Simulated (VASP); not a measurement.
Input:

```
CELL_PARAMETERS angstrom
      0.00000     2.59545     2.59545
      2.59545     0.00000     2.59545
      2.59545     2.59545     0.00000
ATOMIC_POSITIONS crystal
  Li 0.00000 0.00000 0.00000
  Cl 0.50000 0.50000 0.50000
```

All values below come from HSE06 screened hybrid, VASP's PBE PAW potentials (set 64) (plane waves; VASP). Numerical set-up: 520 eV cut-off, 6×6×6 Γ-centred mesh, Gaussian smearing of 0.050 eV, potentials Li_sv Cl.

Question: Estimate the energy per atom (σ→0), pressure, band gap (on the k-mesh) with the smallest direct gap where there is one.

Answer: 
| Item | Value |
|---|---|
| band gap (on the k-mesh) | 7.54 eV |
| smallest direct gap (on the k-mesh) | 7.54 eV |
| energy per atom (σ→0) | -4235 meV/atom |
| pressure | -1.43 GPa |

Only differences to runs with the same potentials and settings are physical.

The compound is LiCl in the rock salt structure. This cell is one point of a volume scan, at 1.03 of the reference volume. The cell's shape comes from a PBE relaxation.
